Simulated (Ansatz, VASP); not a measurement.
## Al13C42N13 (graphene/h-AlN heterobilayer): VASP beside Ansatz

Wanted: the spread between two codes on one cell, functional and k mesh. Of the first pair: The structure shown is the start of the Ansatz relaxation below; VASP solves that cell, so the two are compared at the walk's first step.

Main program and level: Ansatz 0.2.0; plane waves, with VASP 6.6.1 beside it; PBE with D4.

**1. The structure**

The cell holds 68 atoms: 42 C, 13 Al and 13 N. Its edges and angles: a = 11.279 Å, b = 11.279 Å, c = 19.440 Å, α = 90.0°, β = 90.0°, γ = 120.0°. As first built, before any earlier steps moved the atoms or strained the cell (in the runner's words): 21 cells of graphene (a = 2.46 A, strained +0.05 %) and 13 cells of h-AlN (a = 3.13 A, -0.05 %) on one hexagonal cell, twist 57.00 deg; facing atoms 3.44 A apart;; displaced by a Gaussian of 0.01 A. Vacuum lies along c.

Structure file:

```cif
data_structure
_symmetry_space_group_name_H-M 'P 1'
_symmetry_Int_Tables_number 1
_cell_length_a 11.2793
_cell_length_b 11.2793
_cell_length_c 19.4400
_cell_angle_alpha 90.000
_cell_angle_beta 90.000
_cell_angle_gamma 120.000
_cell_volume 2141.86
loop_
_atom_site_label
_atom_site_type_symbol
_atom_site_fract_x
_atom_site_fract_y
_atom_site_fract_z
_atom_site_occupancy
C1 C 0.09688 0.14303 0.41041 1
C2 C 0.14178 0.04709 0.41142 1
C3 C 0.14206 0.37869 0.41092 1
C4 C 0.19092 0.28501 0.41191 1
C5 C 0.18849 0.61705 0.41091 1
C6 C 0.23797 0.52283 0.41236 1
C7 C 0.23738 0.85662 0.41147 1
C8 C 0.28615 0.76167 0.41249 1
C9 C 0.28560 0.09428 0.41191 1
C10 C 0.33209 0.00013 0.41064 1
C11 C 0.33397 0.33389 0.41177 1
C12 C 0.38225 0.23879 0.41224 1
C13 C 0.37974 0.57145 0.41173 1
C14 C 0.42798 0.47458 0.41207 1
C15 C 0.42896 0.80938 0.41092 1
C16 C 0.47477 0.71117 0.41283 1
C17 C 0.47563 0.04805 0.41108 1
C18 C 0.52374 0.95076 0.41165 1
C19 C 0.52421 0.28594 0.41163 1
C20 C 0.57220 0.18977 0.41198 1
C21 C 0.57314 0.52493 0.41137 1
C22 C 0.61797 0.42804 0.41150 1
C23 C 0.61849 0.76042 0.41191 1
C24 C 0.66719 0.66649 0.41129 1
C25 C 0.66862 0.00028 0.41184 1
C26 C 0.71436 0.90469 0.41096 1
C27 C 0.71435 0.23789 0.41181 1
C28 C 0.76260 0.14100 0.41007 1
C29 C 0.76297 0.47568 0.41030 1
C30 C 0.80965 0.38114 0.41134 1
C31 C 0.80977 0.71478 0.41135 1
C32 C 0.85922 0.62063 0.41151 1
C33 C 0.85445 0.95121 0.41158 1
C34 C 0.90337 0.85689 0.41209 1
C35 C 0.90426 0.19040 0.41112 1
C36 C 0.95247 0.09474 0.41134 1
C37 C 0.95319 0.42970 0.41205 1
C38 C 0.99929 0.33280 0.41060 1
C39 C 0.00063 0.66823 0.41064 1
C40 C 0.04751 0.57119 0.41101 1
C41 C 0.04813 0.90367 0.41060 1
C42 C 0.09496 0.80982 0.41113 1
Al43 Al 0.11463 0.36964 0.58852 1
Al44 Al 0.18981 0.67727 0.58877 1
Al45 Al 0.26863 0.98752 0.58845 1
Al46 Al 0.34533 0.29323 0.58855 1
Al47 Al 0.42162 0.60151 0.58867 1
Al48 Al 0.49894 0.90904 0.58927 1
Al49 Al 0.57639 0.21745 0.58764 1
Al50 Al 0.65280 0.52435 0.58846 1
Al51 Al 0.72967 0.83399 0.58818 1
Al52 Al 0.80480 0.13874 0.58869 1
Al53 Al 0.88448 0.44846 0.58856 1
Al54 Al 0.95986 0.75248 0.58778 1
Al55 Al 0.03663 0.06369 0.58818 1
N56 N 0.16426 0.24140 0.58811 1
N57 N 0.24261 0.55032 0.58831 1
N58 N 0.31934 0.85676 0.58743 1
N59 N 0.39966 0.16686 0.58817 1
N60 N 0.47159 0.47270 0.58855 1
N61 N 0.54874 0.77955 0.58895 1
N62 N 0.62607 0.08666 0.58811 1
N63 N 0.70245 0.39569 0.58881 1
N64 N 0.78123 0.70414 0.58714 1
N65 N 0.85861 0.01263 0.58845 1
N66 N 0.93461 0.31907 0.58827 1
N67 N 0.01080 0.62592 0.58850 1
N68 N 0.08968 0.93406 0.58860 1
```

**2. Ansatz: relaxation, PBE with D4**

Ansatz runs on its default PAW (the set named soft_2) files.

The two programs are compared at the cell with which this relaxation starts, whose forces are those of its first step.

input.yaml reads:

```yaml
crystal:
  lattice:
    - [11.2793, 0.0, 0.0]
    - [-5.63965, 9.76816, 0.0]
    - [0.0, 0.0, 19.44]
  atoms:
    - { symbol: C, position: [0.09688, 0.14303, 0.41041] }
    - { symbol: C, position: [0.14178, 0.04709, 0.41142] }
    - { symbol: C, position: [0.14206, 0.37869, 0.41092] }
    - { symbol: C, position: [0.19092, 0.28501, 0.41191] }
    - { symbol: C, position: [0.18849, 0.61705, 0.41091] }
    - { symbol: C, position: [0.23797, 0.52283, 0.41236] }
    - { symbol: C, position: [0.23738, 0.85662, 0.41147] }
    - { symbol: C, position: [0.28615, 0.76167, 0.41249] }
    - { symbol: C, position: [0.2856, 0.09428, 0.41191] }
    - { symbol: C, position: [0.33209, 0.00013, 0.41064] }
    - { symbol: C, position: [0.33397, 0.33389, 0.41177] }
    - { symbol: C, position: [0.38225, 0.23879, 0.41224] }
    - { symbol: C, position: [0.37974, 0.57145, 0.41173] }
    - { symbol: C, position: [0.42798, 0.47458, 0.41207] }
    - { symbol: C, position: [0.42896, 0.80938, 0.41092] }
    - { symbol: C, position: [0.47477, 0.71117, 0.41283] }
    - { symbol: C, position: [0.47563, 0.04805, 0.41108] }
    - { symbol: C, position: [0.52373, 0.95076, 0.41165] }
    - { symbol: C, position: [0.52421, 0.28594, 0.41163] }
    - { symbol: C, position: [0.5722, 0.18977, 0.41198] }
    - { symbol: C, position: [0.57314, 0.52493, 0.41137] }
    - { symbol: C, position: [0.61797, 0.42804, 0.4115] }
    - { symbol: C, position: [0.61849, 0.76042, 0.41191] }
    - { symbol: C, position: [0.66718, 0.66649, 0.41129] }
    - { symbol: C, position: [0.66862, 0.00028, 0.41184] }
    - { symbol: C, position: [0.71436, 0.90469, 0.41096] }
    - { symbol: C, position: [0.71435, 0.23788, 0.41181] }
    - { symbol: C, position: [0.7626, 0.141, 0.41007] }
    - { symbol: C, position: [0.76297, 0.47568, 0.4103] }
    - { symbol: C, position: [0.80965, 0.38114, 0.41134] }
    - { symbol: C, position: [0.80977, 0.71478, 0.41135] }
    - { symbol: C, position: [0.85922, 0.62063, 0.41151] }
    - { symbol: C, position: [0.85445, 0.95121, 0.41158] }
    - { symbol: C, position: [0.90338, 0.85689, 0.41209] }
    - { symbol: C, position: [0.90426, 0.1904, 0.41112] }
    - { symbol: C, position: [0.95247, 0.09474, 0.41134] }
    - { symbol: C, position: [0.95319, 0.4297, 0.41205] }
    - { symbol: C, position: [0.99929, 0.3328, 0.4106] }
    - { symbol: C, position: [0.00063, 0.66823, 0.41064] }
    - { symbol: C, position: [0.0475, 0.57119, 0.41101] }
    - { symbol: C, position: [0.04813, 0.90367, 0.4106] }
    - { symbol: C, position: [0.09496, 0.80983, 0.41113] }
    - { symbol: Al, position: [0.11463, 0.36964, 0.58852] }
    - { symbol: "N", position: [0.16427, 0.2414, 0.58811] }
    - { symbol: Al, position: [0.18981, 0.67727, 0.58877] }
    - { symbol: "N", position: [0.24261, 0.55032, 0.58831] }
    - { symbol: Al, position: [0.26863, 0.98752, 0.58845] }
    - { symbol: "N", position: [0.31934, 0.85676, 0.58743] }
    - { symbol: Al, position: [0.34533, 0.29323, 0.58855] }
    - { symbol: "N", position: [0.39966, 0.16686, 0.58817] }
    - { symbol: Al, position: [0.42162, 0.60151, 0.58867] }
    - { symbol: "N", position: [0.47159, 0.4727, 0.58855] }
    - { symbol: Al, position: [0.49894, 0.90903, 0.58927] }
    - { symbol: "N", position: [0.54874, 0.77955, 0.58895] }
    - { symbol: Al, position: [0.57639, 0.21745, 0.58764] }
    - { symbol: "N", position: [0.62607, 0.08666, 0.58811] }
    - { symbol: Al, position: [0.6528, 0.52435, 0.58846] }
    - { symbol: "N", position: [0.70245, 0.39569, 0.58881] }
    - { symbol: Al, position: [0.72967, 0.83399, 0.58818] }
    - { symbol: "N", position: [0.78123, 0.70414, 0.58714] }
    - { symbol: Al, position: [0.80481, 0.13874, 0.58869] }
    - { symbol: "N", position: [0.85861, 0.01263, 0.58845] }
    - { symbol: Al, position: [0.88448, 0.44846, 0.58856] }
    - { symbol: "N", position: [0.93461, 0.31907, 0.58827] }
    - { symbol: Al, position: [0.95987, 0.75248, 0.58778] }
    - { symbol: "N", position: [0.0108, 0.62592, 0.5885] }
    - { symbol: Al, position: [0.03663, 0.06369, 0.58818] }
    - { symbol: "N", position: [0.08968, 0.93405, 0.5886] }
kpoints:
  mp_grid: { grid: [2, 2, 1] }
hamiltonian:
  xc: pbe
  dispersion: d4
scf:
  occupations: { method: fermi_dirac, width: 0.05 }
output:
  forces: true
relax:
  f_tol: 0.03
  max_steps: 99
```

Started as:

```
ansatz run input.yaml --threads 4 --pin off --max-ram 8192MiB --backend cpu --events-out ev --progress --plain --runs-dir out
```

Numbers of over 12 decimals in the logs are rounded to 6 here.

Output:

```text
Engine: ansatz 0.2.0, aarch64-unknown-linux-gnu
Pseudopotentials: kind: paw
Pseudopotential: C, paw, valence charge 4, recommended cutoff 420 eV (normal), C.paw.azcp
Pseudopotential: Al, paw, valence charge 3, recommended cutoff 420 eV (normal), Al.paw.azcp
Pseudopotential: N, paw, valence charge 5, recommended cutoff 420 eV (normal), N.paw.azcp
Functional definition: PBE
  parameter kappa = 0.804
  parameter beta = 0.066725
  exchange = pbe_x(kappa = kappa, mu = beta*pi^2/3)
  correlation = pbe_c(beta = beta)
Crystal: 68 atoms, lattice volume = 2141.860 Å³
Basis set: ecut = 420 eV, 41855 PW (Γ), exchange–correlation on 160×160×270 points (8 copies of the dense FFT grid, shifted against one another)
Bands: 204, of which v1, the nominal top of the filled ones, is band 136 counted from 1 (135 counted from 0)
Symmetry: 1 space group operations
Space group: P1 (ITA 1), of the structure as read, at distance tolerance 1.3e-4 Å
k-points: 4
Non-local potential: C, projectors of the file, l = 0: 2, l = 1: 2, l = 2: 1
Non-local potential: Al, projectors of the file, l = 0: 2, l = 1: 2, l = 2: 1
Non-local potential: N, projectors of the file, l = 0: 2, l = 1: 2, l = 2: 1
PAW form: soft (Blöchl's): semilocal exchange-correlation on the pseudo side does not see the compensation charge
PAW one-centre angular grid: C, 110 points (default); XC on 64 Gauss nodes
PAW one-centre angular grid: Al, 110 points (default); XC on 64 Gauss nodes
PAW one-centre angular grid: N, 110 points (default); XC on 64 Gauss nodes
Initial density: superposition of atomic densities (neutral atoms: chi_scale 0, normalization atom), corrected by the library's trained network
Initial wavefunctions: pseudopotential atomic-orbital guess
Functional: x = pbe(κ = 0.804, μ = 0.219515), c = pbe(β = 0.066725)
SCF iter   1: F=—  HF=-22550.833644 eV  |F-HF|=—  |Δ(HF+E_count)|=         —  Δρ=2.88e-3  dr2=2.19e-1  ethr=1.77e-3  ⟨swp⟩=12.2  Hψ=5852  notcnv=0  defer=127
preconditioner: auto → LDOS  [metal: Δε(μ)=0.029 eV  Ē_g=12.903 eV  σ=0.050 eV  W_gap=0.14  n_scr=250 (ndim 8)  ℏωp=13.2 eV  f_vac=0.619  D(μ)=8.73/eV (n_scr^D=22)  β→1.0]
SCF iter   2: F=—  HF=-22550.868352 eV  |F-HF|=—  |Δ(HF+E_count)|=   3.47e-2  Δρ=3.38e-3  dr2=3.03e-1  ethr=8.05e-5  ⟨swp⟩=2.2  Hψ=1440  notcnv=0  defer=242
SCF iter   3: F=—  HF=-22550.809593 eV  |F-HF|=—  |Δ(HF+E_count)|=   5.88e-2  Δρ=1.69e-3  dr2=6.34e-2  ethr=8.05e-5  ⟨swp⟩=2.0  Hψ=1048  notcnv=0  defer=242
SCF iter   4: F=—  HF=-22550.793682 eV  |F-HF|=—  |Δ(HF+E_count)|=   1.59e-2  Δρ=2.51e-4  dr2=2.98e-3  ethr=2.33e-5  ⟨swp⟩=2.0  Hψ=1408  notcnv=0  defer=242
SCF iter   5: F=—  HF=-22550.793183 eV  |F-HF|=—  |Δ(HF+E_count)|=   4.99e-4  Δρ=9.80e-5  dr2=3.65e-4  ethr=1.10e-6  ⟨swp⟩=2.0  Hψ=1036  notcnv=0  defer=242
SCF iter   6: F=—  HF=-22550.793162 eV  |F-HF|=—  |Δ(HF+E_count)|=   2.08e-5  Δρ=4.35e-5  dr2=6.98e-5  ethr=1.34e-7  ⟨swp⟩=2.0  Hψ=1046  notcnv=0  defer=242
SCF iter   7: F=—  HF=-22550.793182 eV  |F-HF|=—  |Δ(HF+E_count)|=   2.02e-5  Δρ=2.60e-5  dr2=3.03e-5  ethr=8.27e-9  ⟨swp⟩=4.0  Hψ=2398  notcnv=0
SCF iter   8: F=-22550.793184 eV  HF=-22550.793183 eV  |F-HF|=4.20e-7  |Δ(HF+E_count)|=   1.22e-6  Δρ=8.87e-6  dr2=5.17e-6  ethr=8.27e-9  ⟨swp⟩=4.0  Hψ=2016  notcnv=0
SCF 1 converged in 8 iterations: F = -22550.793184 eV  dr2 = 5.17e-6
  greatest PAW one-centre occupation: 0.792 electrons in one spin orbital (limit 2), on the N atom at site 65 (counted from 0), in its partial waves of l = 0
relax step   1: F+E_penalty+E_count = -22550.79318362 eV  Δ(F+E_penalty+E_count) = +0.000e0 eV  max|allowed force component| = 1.433e0 eV/Å  Δτ_max = 0.0000 Å  (8 SCF iters, dr2 threshold 2.25e-5 eV, accepted)
Initial density: handed on by an earlier stage of this run
Initial wavefunctions: those handed on with the density
iter 1 solved again at ethr=1.89e-4 eV; its pass at ethr=3.10e-3 eV (dr2=5.13e-1 eV) is discarded
SCF iter   1: F=—  HF=-22551.221921 eV  |F-HF|=—  |Δ(HF+E_count)|=         —  Δρ=5.12e-3  dr2=5.12e-1  ethr=1.89e-4  ⟨swp⟩=1.0  Hψ=2580  notcnv=0  defer=242
preconditioner: auto → LDOS  [metal: Δε(μ)=0.020 eV  Ē_g=12.981 eV  σ=0.050 eV  W_gap=0.10  n_scr=250 (ndim 8)  ℏωp=13.2 eV  f_vac=0.624  D(μ)=9.38/eV (n_scr^D=22)  β→1.0]
SCF iter   2: F=—  HF=-22551.221188 eV  |F-HF|=—  |Δ(HF+E_count)|=   7.33e-4  Δρ=2.80e-3  dr2=5.19e-1  ethr=1.88e-4  ⟨swp⟩=3.0  Hψ=1129  notcnv=0  defer=242
SCF iter   3: F=—  HF=-22551.091116 eV  |F-HF|=—  |Δ(HF+E_count)|=   1.30e-1  Δρ=8.58e-4  dr2=4.13e-2  ethr=1.88e-4  ⟨swp⟩=2.2  Hψ=984  notcnv=0  defer=242
SCF iter   4: F=—  HF=-22551.081022 eV  |F-HF|=—  |Δ(HF+E_count)|=   1.01e-2  Δρ=3.11e-4  dr2=1.56e-3  ethr=1.52e-5  ⟨swp⟩=2.0  Hψ=1189  notcnv=0  defer=242
SCF iter   5: F=—  HF=-22551.081188 eV  |F-HF|=—  |Δ(HF+E_count)|=   1.65e-4  Δρ=1.82e-4  dr2=8.60e-4  ethr=5.75e-7  ⟨swp⟩=2.0  Hψ=1059  notcnv=0  defer=242
[...]
atom  12  C     -0.00137297     0.00232744     0.00180848
  atom  13  C      0.00616458    -0.00649903    -0.00099972
  atom  14  C     -0.00477497     0.00250574     0.00832661
  atom  15  C      0.00396203    -0.00250256     0.00286238
  atom  16  C     -0.00330656     0.00513402     0.00178853
  atom  17  C     -0.00270946    -0.00081088     0.00248961
  atom  18  C      0.00361282     0.00274863     0.00413178
  atom  19  C     -0.00323297    -0.00165465     0.00390304
  atom  20  C     -0.00148675     0.00349170     0.00472688
  atom  21  C      0.00079293    -0.00114000     0.00131892
  atom  22  C      0.00225934     0.00079017     0.00227194
  atom  23  C      0.00026005     0.00183106     0.00149294
  atom  24  C      0.00323604     0.00060513     0.00205702
  atom  25  C      0.00022179    -0.00783412     0.00508709
  atom  26  C     -0.00237862     0.00226528     0.00026642
  atom  27  C      0.00095143    -0.00492266     0.00216930
  atom  28  C     -0.00209431     0.01179283     0.00366326
  atom  29  C     -0.00712412    -0.00191326     0.00355798
  atom  30  C      0.00435854     0.00522347     0.00184804
  atom  31  C     -0.00320365    -0.00673146     0.00872792
  atom  32  C     -0.00281900     0.00080595    -0.00033452
  atom  33  C      0.00501107    -0.00479591     0.00442926
  atom  34  C      0.00136945     0.00844907    -0.00035322
  atom  35  C      0.00142435    -0.00321146     0.00402614
[...]
atom  61  Al    -0.00308466     0.00023576     0.00009453
  atom  62  N      0.00157860     0.00133801    -0.00804758
  atom  63  Al     0.00075961    -0.00004264    -0.00111956
  atom  64  N      0.00080484    -0.00137332    -0.00506848
  atom  65  Al     0.00049384    -0.00076837    -0.00089144
  atom  66  N     -0.00034806    -0.00130178    -0.00954195
  atom  67  Al     0.00028495     0.00004375    -0.00506224
  atom  68  N     -0.00234639     0.00080606    -0.01056895
  max |Σ_I F_I| component: 7.33e-5 eV/Å
--- Relaxed structure (4 steps of the walk, 4 accepted, 0 SCFs on fresh bases) ---
  F+E_penalty+E_count = -22551.17244400 eV   max|allowed force component| = 1.179e-2 eV/Å
  atoms:
    - { symbol: C, position: [0.095206, 0.142560, 0.410364] }
    - { symbol: C, position: [0.142783, 0.047256, 0.410481] }
    - { symbol: C, position: [0.142798, 0.380613, 0.410465] }
    - { symbol: C, position: [0.190410, 0.285356, 0.410385] }
    - { symbol: C, position: [0.190367, 0.618645, 0.410617] }
    - { symbol: C, position: [0.237989, 0.523449, 0.410359] }
    - { symbol: C, position: [0.237948, 0.856730, 0.411623] }
    - { symbol: C, position: [0.285587, 0.761501, 0.411652] }
    - { symbol: C, position: [0.285571, 0.094894, 0.412025] }
    - { symbol: C, position: [0.333182, -0.000407222, 0.413057] }
    - { symbol: C, position: [0.333258, 0.333042, 0.410905] }
    - { symbol: C, position: [0.380865, 0.237775, 0.412220] }
    - { symbol: C, position: [0.380840, 0.571075, 0.410549] }
    - { symbol: C, position: [0.428518, 0.475885, 0.410522] }
    - { symbol: C, position: [0.428427, 0.809076, 0.412592] }
    - { symbol: C, position: [0.476105, 0.713918, 0.411390] }
    - { symbol: C, position: [0.476049, 0.047228, 0.414524] }
    - { symbol: C, position: [0.523697, 0.951972, 0.414172] }
    - { symbol: C, position: [0.523725, 0.285461, 0.413192] }
    - { symbol: C, position: [0.571353, 0.190164, 0.414629] }
    - { symbol: C, position: [0.571335, 0.523517, 0.410628] }
    - { symbol: C, position: [0.618984, 0.428293, 0.411807] }
    - { symbol: C, position: [0.618966, 0.761528, 0.411003] }
    - { symbol: C, position: [0.666612, 0.666366, 0.410035] }
[...]
- { symbol: C, position: [0.904781, 0.190159, 0.412100] }
    - { symbol: C, position: [0.952335, 0.094883, 0.410888] }
    - { symbol: C, position: [0.952363, 0.428276, 0.411396] }
    - { symbol: C, position: [0.999942, 0.332989, 0.411323] }
    - { symbol: C, position: [-9.793997688806177e-5, 0.666317, 0.409817] }
    - { symbol: C, position: [0.047492, 0.571066, 0.410385] }
    - { symbol: C, position: [0.047544, 0.904417, 0.409700] }
    - { symbol: C, position: [0.095132, 0.809170, 0.410061] }
    - { symbol: Al, position: [0.114150, 0.370320, 0.588347] }
    - { symbol: N, position: [0.165513, 0.242152, 0.588460] }
    - { symbol: Al, position: [0.191178, 0.678055, 0.588177] }
    - { symbol: N, position: [0.242403, 0.549824, 0.588459] }
    - { symbol: Al, position: [0.268187, 0.985761, 0.588109] }
    - { symbol: N, position: [0.319367, 0.857515, 0.588338] }
    - { symbol: Al, position: [0.345016, 0.293380, 0.588364] }
    - { symbol: N, position: [0.396270, 0.165183, 0.588613] }
    - { symbol: Al, position: [0.421907, 0.601164, 0.588307] }
    - { symbol: N, position: [0.473159, 0.472909, 0.588489] }
    - { symbol: Al, position: [0.498874, 0.908927, 0.588111] }
    - { symbol: N, position: [0.550108, 0.780665, 0.588315] }
    - { symbol: Al, position: [0.575726, 0.216428, 0.588220] }
    - { symbol: N, position: [0.627022, 0.088314, 0.588782] }
    - { symbol: Al, position: [0.652592, 0.524096, 0.588260] }
    - { symbol: N, position: [0.703875, 0.395941, 0.588511] }
    - { symbol: Al, position: [0.729550, 0.831970, 0.588100] }
    - { symbol: N, position: [0.780836, 0.703685, 0.587956] }
    - { symbol: Al, position: [0.806422, 0.139586, 0.588179] }
    - { symbol: N, position: [0.857816, 0.011423, 0.588229] }
    - { symbol: Al, position: [0.883313, 0.447140, 0.588182] }
    - { symbol: N, position: [0.934673, 0.319049, 0.588448] }
    - { symbol: Al, position: [0.960364, 0.754943, 0.588070] }
    - { symbol: N, position: [0.011605, 0.626705, 0.588040] }
    - { symbol: Al, position: [0.037314, 0.062700, 0.588234] }
    - { symbol: N, position: [0.088610, 0.934441, 0.588019] }
```

The column dr2 measures how far the density is from self-consistency, as an energy; F and HF (Harris–Foulkes) agree once it is small.

[end of part 1 of 3]

[Lines on the potential files, build, host, timing and source positions are cut from VASP's logs without a mark.]

[Logs are printed without paths, hosts, clocks, repeated set-up lines and the standing remarks that a program may print on its own settings, such as how far it seeks lower states.]

[Hosts, paths, dates, database ids (printed as entryN), source tags and the programs' standing remarks are cut or masked in the printed files.]
